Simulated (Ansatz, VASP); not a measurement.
# Al3ZnN3O in two plane-wave programs

One calculation is typed for both programs; each brings its own data sets. How far apart do they land? The cell is generated by rule, not measured, and may not be a known phase. The cell is taken from a series of runs on this material, whose earlier steps may have relaxed, scaled, displaced or heated it; both programs get it as it stands.

Method: plane waves, with VASP 6.6.1 beside it; relaxation of cell and atoms at PBEsol, in Ansatz 0.2.0.

The structure was built from a prototype and need not be the compound's stable phase.

## 1. Starting point

Symmetry: P3m1, No. 156, trigonal system. The conventional cell has a = 3.168 Å, b = 3.168 Å, c = 10.133 Å, α = 90.00°, β = 90.00°, γ = 120.00°. Nearest to Al lie 1 N at 1.86 Å and 3 O at 1.88 Å. Al has 4 N at 1.86 to 1.94 Å nearest. Nearest to Al lie 4 N at 1.87 to 1.94 Å. Nearest to N lie 4 Al at 1.86 to 1.94 Å. N has 1 Al at 1.87 Å and 3 Zn at 1.87 Å nearest. Farther neighbours and most contacts between anions are not listed.

## 2. Ansatz: relaxation of cell and atoms, PBEsol, pair 1

Ansatz runs on its default PAW (the set named soft_2) files.

The relaxed volume is the usual yardstick between codes: in a stiff, nearly cubic crystal its relative difference is about their pressure difference at one cell divided by the bulk modulus.

Input file input.yaml:

```yaml
crystal:
  lattice:
    - [3.1675154665, 0.0, 0.0]
    - [-1.5837577333, 2.7431488609, 0.0]
    - [0.0, 0.0, 10.1326007791]
  atoms:
    - { symbol: Al, position: [0.3333333333, 0.6666666667, 0.0041042823] }
    - { symbol: Al, position: [0.6666666667, 0.3333333333, 0.2516680774] }
    - { symbol: Al, position: [0.3333333333, 0.6666666667, 0.4999460286] }
    - { symbol: "N", position: [0.3333333333, 0.6666666667, 0.1876647996] }
    - { symbol: "N", position: [0.6666666667, 0.3333333333, 0.4352085999] }
    - { symbol: "N", position: [0.3333333333, 0.6666666667, 0.6844484681] }
    - { symbol: O, position: [0.6666666667, 0.3333333333, 0.9631186665] }
    - { symbol: Zn, position: [0.6666666667, 0.3333333333, 0.7238410776] }
kpoints:
  mp_grid: { grid: [15, 15, 4] }
hamiltonian:
  xc: pbesol
scf:
  occupations: { method: gaussian, width: 0.1 }
output:
  forces: true
  stress: true
  eigenvalues: true
  write_density: true
  write_potential: true
  elf: true
  volumetric_format: npy
relax:
  adjacent_minimum: "off"
  f_tol: 0.005
  max_steps: 80
  cell: { stress_tol: 0.05 }
```

Command:

```sh
$ ansatz run input.yaml --threads 8 --pin off --max-ram 14336MiB --backend cpu --events-out ev --progress --plain --runs-dir out
```

Numbers of over 12 decimals in the logs are rounded to 6 here.

What it wrote:

```text
Engine: ansatz 0.2.0, x86_64-unknown-linux-gnu
Pseudopotentials: kind: paw
Pseudopotential: Al, paw, valence charge 3, recommended cutoff 420 eV (normal), Al.paw.azcp
Pseudopotential: N, paw, valence charge 5, recommended cutoff 420 eV (normal), N.paw.azcp
Pseudopotential: O, paw, valence charge 6, recommended cutoff 420 eV (normal), O.paw.azcp
Pseudopotential: Zn, paw, valence charge 12, recommended cutoff 420 eV (normal), Zn.paw.azcp
Functional definition: PBEsol
  exchange = pbesol_x
  correlation = pbesol_c
Crystal: 8 atoms, lattice volume = 88.042 Å³
Basis set: ecut = 420 eV, 1713 PW (Γ), exchange–correlation on 48×48×144 points (8 copies of the dense FFT grid, shifted against one another)
Bands: 29, of which v1, the nominal top of the filled ones, is band 21 counted from 1 (20 counted from 0)
Symmetry: 6 space group operations
Space group: P3m1 (ITA 156), of the structure as read, at distance tolerance 4.4e-5 Å
k-points: 100 of 900 (time reversal used)
Non-local potential: Al, projectors of the file, l = 0: 2, l = 1: 2, l = 2: 1
Non-local potential: N, projectors of the file, l = 0: 2, l = 1: 2, l = 2: 1
Non-local potential: O, projectors of the file, l = 0: 2, l = 1: 2, l = 2: 1
Non-local potential: Zn, projectors of the file, l = 0: 2, l = 1: 2, l = 2: 3, l = 3: 1
PAW form: soft (Blöchl's): semilocal exchange-correlation on the pseudo side does not see the compensation charge
PAW frozen core: Al, regenerated for the run's functional, and the local potential with it (the file was generated under x = pbe(κ = 0.804, μ = 0.219515), c = pbe(β = 0.066725))
PAW frozen core: N, regenerated for the run's functional, and the local potential with it (the file was generated under x = pbe(κ = 0.804, μ = 0.219515), c = pbe(β = 0.066725))
PAW frozen core: O, regenerated for the run's functional, and the local potential with it (the file was generated under x = pbe(κ = 0.804, μ = 0.219515), c = pbe(β = 0.066725))
PAW frozen core: Zn, regenerated for the run's functional, and the local potential with it (the file was generated under x = pbe(κ = 0.804, μ = 0.219515), c = pbe(β = 0.066725))
PAW one-centre angular grid: Al, 110 points (default); XC on 64 Gauss nodes
PAW one-centre angular grid: N, 110 points (default); XC on 64 Gauss nodes
PAW one-centre angular grid: O, 110 points (default); XC on 64 Gauss nodes
PAW one-centre angular grid: Zn, 590 points (default); XC on 64 Gauss nodes
Initial density: superposition of atomic densities (neutral atoms: chi_scale 0, normalization atom), corrected by the library's trained network
Initial wavefunctions: pseudopotential atomic-orbital guess
Functional: x = pbesol(κ = 0.804, μ = 0.123457), c = pbesol(β = 0.046)
SCF iter   1: F=—  HF=-6558.762638 eV  |F-HF|=—  |Δ(HF+E_count)|=         —  Δρ=1.25e-2  dr2=2.34e-1  ethr=1.77e-3  ⟨swp⟩=6.3  Hψ=15009  notcnv=0  defer=24
preconditioner: auto → Kerker (q_TF=auto, 2.412 Å⁻¹)  [metal: Δε(μ)=0.080 eV  Ē_g=12.516 eV  σ=0.100 eV  W_gap=0.37  n_scr=24 (ndim 8)  ℏωp=25.6 eV  f_vac=0.000  D(μ)=0.57/eV (n_scr^D=2)]
SCF iter   2: F=—  HF=-6558.720899 eV  |F-HF|=—  |Δ(HF+E_count)|=   4.17e-2  Δρ=3.52e-3  dr2=6.19e-2  ethr=5.56e-4  ⟨swp⟩=2.2  Hψ=4674  notcnv=0  defer=247
SCF iter   3: F=—  HF=-6558.714217 eV  |F-HF|=—  |Δ(HF+E_count)|=   6.68e-3  Δρ=1.95e-3  dr2=3.79e-2  ethr=1.47e-4  ⟨swp⟩=1.0  Hψ=2625  notcnv=0  defer=247
SCF iter   4: F=—  HF=-6558.710104 eV  |F-HF|=—  |Δ(HF+E_count)|=   4.11e-3  Δρ=2.72e-3  dr2=9.16e-3  ethr=9.02e-5  ⟨swp⟩=2.1  Hψ=3746  notcnv=0  defer=247
SCF iter   5: F=—  HF=-6558.707804 eV  |F-HF|=—  |Δ(HF+E_count)|=   2.30e-3  Δρ=8.16e-4  dr2=4.01e-3  ethr=2.18e-5  ⟨swp⟩=2.0  Hψ=5053  notcnv=0  defer=268
SCF iter   6: F=—  HF=-6558.707262 eV  |F-HF|=—  |Δ(HF+E_count)|=   5.42e-4  Δρ=5.80e-4  dr2=1.74e-3  ethr=9.54e-6  ⟨swp⟩=2.1  Hψ=3976  notcnv=0  defer=268
SCF iter   7: F=—  HF=-6558.706911 eV  |F-HF|=—  |Δ(HF+E_count)|=   3.52e-4  Δρ=3.41e-4  dr2=5.69e-4  ethr=4.15e-6  ⟨swp⟩=2.1  Hψ=4290  notcnv=0  defer=268
SCF iter   8: F=—  HF=-6558.706789 eV  |F-HF|=—  |Δ(HF+E_count)|=   1.22e-4  Δρ=2.18e-4  dr2=1.21e-4  ethr=1.35e-6  ⟨swp⟩=2.6  Hψ=4480  notcnv=0  defer=268
SCF iter   9: F=—  HF=-6558.706764 eV  |F-HF|=—  |Δ(HF+E_count)|=   2.49e-5  Δρ=1.01e-4  dr2=2.73e-5  ethr=2.87e-7  ⟨swp⟩=2.7  Hψ=4053  notcnv=0  defer=268
SCF iter  10: F=—  HF=-6558.706587 eV  |F-HF|=—  |Δ(HF+E_count)|=   1.77e-4  Δρ=7.67e-5  dr2=1.08e-5  ethr=6.50e-8  ⟨swp⟩=2.7  Hψ=4841  notcnv=0  defer=269
SCF iter  11: F=—  HF=-6558.706586 eV  |F-HF|=—  |Δ(HF+E_count)|=   8.91e-7  Δρ=4.31e-5  dr2=2.68e-6  ethr=2.57e-8  ⟨swp⟩=2.6  Hψ=4666  notcnv=0  defer=269
SCF iter  12: F=—  HF=-6558.706586 eV  |F-HF|=—  |Δ(HF+E_count)|=   5.58e-7  Δρ=1.23e-5  dr2=7.65e-7  ethr=6.38e-9  ⟨swp⟩=2.3  Hψ=4539  notcnv=0  defer=269
[...]
SCF iter   5: F=—  HF=-6558.706361 eV  |F-HF|=—  |Δ(HF+E_count)|=   6.02e-7  Δρ=1.11e-5  dr2=3.74e-7  ethr=2.24e-9  ⟨swp⟩=2.0  Hψ=3602  notcnv=0
SCF iter   6: F=—  HF=-6558.706361 eV  |F-HF|=—  |Δ(HF+E_count)|=   5.84e-8  Δρ=4.24e-6  dr2=8.58e-8  ethr=8.90e-10  ⟨swp⟩=1.0  Hψ=2901  notcnv=0
SCF iter   7: F=—  HF=-6558.706361 eV  |F-HF|=—  |Δ(HF+E_count)|=   7.37e-9  Δρ=2.60e-6  dr2=2.85e-8  ethr=2.04e-10  ⟨swp⟩=1.1  Hψ=2915  notcnv=0
SCF iter   8: F=—  HF=-6558.706361 eV  |F-HF|=—  |Δ(HF+E_count)|=   5.02e-9  Δρ=9.91e-7  dr2=6.85e-9  ethr=6.79e-11  ⟨swp⟩=1.4  Hψ=3540  notcnv=0
SCF iter   9: F=-6558.706361 eV  HF=-6558.706361 eV  |F-HF|=9.09e-10  |Δ(HF+E_count)|=   1.48e-9  Δρ=7.30e-7  dr2=1.17e-9  ethr=7.31e-12  ⟨swp⟩=6.4  Hψ=13251  notcnv=0
SCF 5 converged in 9 iterations: F = -6558.706361 eV  dr2 = 1.17e-9
relax step   5: F+E_penalty+E_count = -6558.70636095 eV  Δ(F+E_penalty+E_count) = +3.413e-5 eV  max|allowed force component| = 8.929e-3 eV/Å  Δτ_max = 0.0016 Å  P = -0.011 GPa  Ω = 88.189 Å³  energy of the carried Pulay correction = -4.954e-4 eV  (9 SCF iters, dr2 threshold 3.07e-9 eV, accepted)
[...]
relax step   6: F+E_penalty+E_count = -6558.70633412 eV  Δ(F+E_penalty+E_count) = +2.683e-5 eV  max|allowed force component| = 3.101e-3 eV/Å  Δτ_max = 0.0015 Å  P = +0.005 GPa  Ω = 88.199 Å³  energy of the carried Pulay correction = -5.301e-4 eV  (9 SCF iters, dr2 threshold 4.98e-9 eV, accepted)
[...]
relax step   7: F+E_penalty+E_count = -6558.70694489 eV  Δ(F+E_penalty+E_count) = -6.108e-4 eV  max|allowed force component| = 3.149e-3 eV/Å  Δτ_max = 0.0000 Å  P = +0.015 GPa  Ω = 88.199 Å³  stress off target by 4.79e-2 GPa  SCF on the basis re-selected at this cell (its energy is not comparable with the rows above)  (7 SCF iters)
basis re-selected at this cell: Δ(F+E_penalty+E_count) = -6.108e-4 eV, ΔP = +0.011 GPa vs the last step (what re-selecting the basis moved, of the pressure what is left beyond the Pulay correction that the steps carried, after the strain that the cell walked since its last selection, with what the two solves' SCF thresholds leave and, on support functions, any second-order correction that the steps lacked; it is no m [...]
SCF converged after 7 iterations
Free energy (F): -6558.706945 eV
Harris-Foulkes:  -6558.706945 eV  (|F-HF|=2.55e-11)
Internal energy: -6558.701728 eV  (E = F + TS)
E sigma→0 (E₀):  -6558.704336 eV
Entropy (-TS):   -0.005217 eV (-0.652 meV/atom)
Fermi energy:    9.627322 eV
--- Per-component energies (eV) ---
  E_band       = 71.569408
  E_kinetic    = 779.513539
  E_local      = -3582.708182  (includes V_loc(G=0)·N_el)
  E_nonlocal   = 829.399734
  E_hartree    = 1505.331776
  E_xc         = -510.209934
  E_vxc        = -467.950925  (∫ρ·V_xc dr)
  E_paw        = -3673.750593  (= ΣΔE_a)
  E_vpaw       = -497.350522  (= ΣTr[D̂ρ^β])
  E_aug_tail   = 0.002370  (compensation charges beyond the density's cutoff)
  E_ewald      = -1907.254795
  E_core_change = 0.974356  (= ΣΔE_core)
  E_smearing   = -0.005217  (= −TS)
  E_closure    = -0.000000  (closes the sum)
  Σ components = -6558.706945   (vs F -6558.706945, Δ=0.00e0)
--- Forces (eV/Å), atoms counted from 1 ---
  atom   1  Al    -0.00000000     0.00000000    -0.00314814
  atom   2  Al     0.00000000    -0.00000000    -0.00091960
  atom   3  Al    -0.00000000     0.00000000     0.00204700
  atom   4  N      0.00000000    -0.00000000     0.00151561
  atom   5  N     -0.00000000    -0.00000000    -0.00092329
  atom   6  N      0.00000000     0.00000000     0.00079289
  atom   7  O      0.00000000    -0.00000000     0.00106704
  atom   8  Zn     0.00000000    -0.00000000    -0.00042091
  max |Σ_I F_I| component: 1.06e-5 eV/Å
--- Stress (GPa, compression-positive) ---
       -0.000803       0.000000      -0.000000
        0.000000      -0.000803      -0.000000
       -0.000000      -0.000000       0.047882
  P = ⅓ Tr σ = 0.0154 GPa (0.154 kbar)
--- Band table (eV; the first three rows and the last of 100) ---
  k-point 0: bands = [... 17 lower, 6.8343, 6.8343, 8.8584, 9.8781, 9.8781, 11.9426, 12.5868, 13.4224, ... 4 higher]
  k-point 1: bands = [... 17 lower, 6.8348, 6.8348, 9.0756, 9.8782, 9.8782, 11.6921, 12.6824, 13.5226, ... 4 higher]
  k-point 2: bands = [... 17 lower, 6.8353, 6.8353, 9.2876, 9.8783, 9.8783, 11.4720, 12.7346, 13.6228, ... 4 higher]
  k-point 99: bands = [... 17 lower, 4.9604, 5.5310, 6.0081, 7.1248, 11.9803, 13.4972, 13.5473, 14.2862, ... 4 higher]
--- Relaxed structure (6 steps of the walk, 6 accepted, 1 SCFs on fresh bases) ---
  F+E_penalty+E_count = -6558.70694489 eV   max|allowed force component| = 3.149e-3 eV/Å   (the final SCF, on the basis selected at the relaxed cell)
  cell:  # Å, volume = 88.1992 Å³
    - [3.166511, 2.8858314180279614e-11, 8.550873118829907e-19]
    - [-1.583255, 2.742279, -6.413154839116804e-19]
    - [2.7353483997764925e-18, -7.896270674401041e-19, 10.157151]
  atoms:
    - { symbol: Al, position: [0.333333, 0.666667, 0.00496672] }
    - { symbol: Al, position: [0.666667, 0.333333, 0.252083] }
    - { symbol: Al, position: [0.333333, 0.666667, 0.499820] }
    - { symbol: N, position: [0.333333, 0.666667, 0.187789] }
    - { symbol: N, position: [0.666667, 0.333333, 0.434973] }
    - { symbol: N, position: [0.333333, 0.666667, 0.683530] }
    - { symbol: O, position: [0.666667, 0.333333, 0.963455] }
    - { symbol: Zn, position: [0.666667, 0.333333, 0.723384] }
```

The column dr2 measures how far the density is from self-consistency, as an energy; F and HF (Harris–Foulkes) agree once it is small.

(Part 1 of 2 ends here.)

[Lines on the potential files, build, host, timing and source positions are cut from VASP's logs without a mark.]

[Logs are printed without paths, hosts, clocks, repeated set-up lines and the standing remarks that a program may print on its own settings, such as how far it seeks lower states.]

[Hosts, paths, dates, database ids (printed as entryN), source tags and the programs' standing remarks are cut or masked in the printed files.]
